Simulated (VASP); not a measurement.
Calculation: r2SCAN meta-GGA, VASP's PBE PAW potentials (set 64) (plane waves; VASP).

A VASP calculation is set up with these files.

**KPOINTS**
```
Regular mesh
0
gamma
 7 7 7
```

**KPOINTS_OPT**
```
k-points along high-symmetry lines
6
Line-mode
Reciprocal
  0.000000   0.000000   0.000000 ! GAMMA
  0.000000   0.000000   0.500000 ! X

  0.000000   0.000000   0.500000 ! X
  0.250000   0.250000   0.250000 ! P

  0.250000   0.250000   0.250000 ! P
  0.000000   0.500000   0.000000 ! N

  0.000000   0.500000   0.000000 ! N
  0.000000   0.000000   0.000000 ! GAMMA

  0.000000   0.000000   0.000000 ! GAMMA
  0.500000   0.500000  -0.500000 ! M

  0.500000   0.500000  -0.500000 ! M
  0.364805   0.635195  -0.364805 ! S

 -0.364805   0.364805   0.364805 ! S_0
  0.000000   0.000000   0.000000 ! GAMMA

  0.000000   0.000000   0.500000 ! X
 -0.229609   0.229609   0.500000 ! R

  0.500000   0.500000  -0.229609 ! G
  0.500000   0.500000  -0.500000 ! M
```

**POSCAR**
```
SiO2
7.3153670
 -0.3387721997   0.3387721997   0.5000000158
  0.3387721997  -0.3387721997   0.5000000158
  0.3387721997   0.3387721997  -0.5000000158
Si O
2 4
Cartesian
  0.0000000000   0.0000000000   0.0000000000
  0.0000000000   0.3387721997   0.2500000079
  0.0655662220   0.1693860999   0.1250000040
 -0.1693860999   0.2732059777   0.3750000119
 -0.0655662220   0.5081582996   0.1250000040
  0.1693860999   0.4043384217   0.3750000119
```

**INCAR**
```
SYSTEM=SiO2
PREC=Accurate; ENCUT=520; LREAL=.False.
LASPH=.True.
EDIFF=1E-7; NELM=100; ALGO=Normal
LMIXTAU=.True.
ISMEAR=-5
METAGGA=R2SCAN
ISIF=2
LWAVE=.False.; LCHARG=.False.; LORBIT=11
NEDOS=601
LEFG=.True.
```

POTCAR, in this order: Si O (PBE.64 set). Program: vasp_std.

What VASP printed:

### OSZICAR
```
       N       E                     dE             d eps       ncg     rms          rms(c)
DAV:   1     0.188348801610E+03    0.18835E+03   -0.16834E+04  1608   0.145E+03
DAV:   2    -0.615234338638E+02   -0.24987E+03   -0.24374E+03  2280   0.324E+02
DAV:   3    -0.754826440418E+02   -0.13959E+02   -0.13926E+02  1904   0.870E+01
DAV:   4    -0.756429543606E+02   -0.16031E+00   -0.16010E+00  1912   0.103E+01
DAV:   5    -0.756458700160E+02   -0.29157E-02   -0.29150E-02  1856   0.139E+00    0.213E+01
DAV:   6    -0.621990079703E+02    0.13447E+02   -0.17096E+01  1848   0.260E+01    0.121E+01
DAV:   7    -0.585011308747E+02    0.36979E+01   -0.13239E+00  1888   0.113E+01    0.410E+00
DAV:   8    -0.636237132514E+02   -0.51226E+01   -0.19385E+00  1768   0.100E+01    0.245E+00
DAV:   9    -0.589508641706E+02    0.46728E+01   -0.13966E+00  1708   0.802E+00    0.848E-01
DAV:  10    -0.593287673607E+02   -0.37790E+00   -0.19661E-01  1632   0.384E+00    0.532E-01
DAV:  11    -0.595010778597E+02   -0.17231E+00   -0.55529E-02  1716   0.187E+00    0.326E-01
DAV:  12    -0.595765074230E+02   -0.75430E-01   -0.76825E-02  1600   0.332E+00    0.117E-01
DAV:  13    -0.595701615094E+02    0.63459E-02   -0.72429E-03  1912   0.846E-01    0.702E-02
DAV:  14    -0.595842293646E+02   -0.14068E-01   -0.33599E-03  1732   0.654E-01    0.290E-02
DAV:  15    -0.595885307514E+02   -0.43014E-02   -0.23613E-03  1608   0.631E-01    0.419E-02
DAV:  16    -0.595890279076E+02   -0.49716E-03   -0.20207E-04  1744   0.159E-01    0.153E-02
DAV:  17    -0.595890145131E+02    0.13395E-04   -0.24729E-05  1864   0.451E-02    0.101E-02
DAV:  18    -0.595890503512E+02   -0.35838E-04   -0.17766E-05  1632   0.518E-02    0.455E-03
DAV:  19    -0.595890559305E+02   -0.55793E-05   -0.64220E-06  1652   0.303E-02    0.236E-03
DAV:  20    -0.595890584703E+02   -0.25398E-05   -0.58667E-07  1840   0.105E-02    0.155E-03
DAV:  21    -0.595890591784E+02   -0.70812E-06   -0.39090E-07  1392   0.636E-03    0.708E-04
DAV:  22    -0.595890592544E+02   -0.75994E-07   -0.65806E-08  1148   0.282E-03
   1 F= -.59589059E+02 E0= -.59589059E+02  d E =0.000000E+00
       N       E                     dE             ncg
       N       E                     dE             ncg
```

OUTCAR:
```
------------------------ aborting loop because EDIFF is reached ----------------------------------------
  FORCE on cell =-STRESS in cart. coord.  units (eV):
  Direction    XX          YY          ZZ          XY          YZ          ZX
  --------------------------------------------------------------------------------------
  Total       -0.0183210     -0.0183210      0.0193425      0.0000000     -0.0000000      0.0000000
  in kB       -0.3266668     -0.3266668      0.3448817      0.0000000     -0.0000000      0.0000000
  external PRESSURE =      -0.1028173 kB  Pullay stress =       0.0000000 kB
  volume of cell :       89.86
      direct lattice vectors                 reciprocal lattice vectors
    -2.478242970  2.478242970  3.657683616     0.000000000  0.201755843  0.136698537
     2.478242970 -2.478242970  3.657683616     0.201755843  0.000000000  0.136698537
     2.478242970  2.478242970 -3.657683616     0.201755843  0.201755843  0.000000000
 POSITION                                       TOTAL-FORCE (eV/Angst)
 -----------------------------------------------------------------------------------
      0.00000      0.00000      0.00000         0.000000     -0.000000      0.000000
      0.00000      2.47824      1.82884         0.000000     -0.000000      0.000000
      0.47964      1.23912      0.91442        -0.006331     -0.000000     -0.000000
     -1.23912      1.99860      2.74326         0.000000      0.006331      0.000000
     -0.47964      3.71736      0.91442         0.006331     -0.000000      0.000000
      1.23912      2.95788      2.74326         0.000000     -0.006331     -0.000000
 -----------------------------------------------------------------------------------
    total drift:                                0.000012      0.000012     -0.000001
  FREE ENERGIE OF THE ION-ELECTRON SYSTEM (eV)
  ---------------------------------------------------
  free  energy   TOTEN  =       -59.5890592544 eV

  energy  without entropy=      -59.5890592544  energy(sigma->0) =      -59.58905925

 total charge

# of ion       s       p       d       tot
------------------------------------------
    1        0.634   1.003   0.000   1.637
    2        0.634   1.003   0.000   1.637
    3        1.555   3.730   0.000   5.285
    4        1.555   3.730   0.000   5.285
    5        1.555   3.730   0.000   5.285
    6        1.555   3.730   0.000   5.285
--------------------------------------------------
tot          7.488  16.924   0.000  24.413

 Electric field gradients after diagonalization (V/A^2)
 (convention: |V_zz| > |V_xx| > |V_yy|)
----------------------------------------------------------------------
 ion       V_xx      V_yy      V_zz     asymmetry (V_yy - V_xx)/ V_zz
----------------------------------------------------------------------
   1       0.145     0.145    -0.290       0.001
   2       0.145     0.145    -0.290       0.001
   3     -50.805   -35.733    86.537       0.174
   4     -50.801   -35.733    86.534       0.174
   5     -50.801   -35.733    86.534       0.174
   6     -50.805   -35.733    86.537       0.174
```
(Selected blocks of OUTCAR.)

The structure comes from a computed database's SiO2 entry (I-42d); how it stands against other phases isn't given here. It was relaxed first.
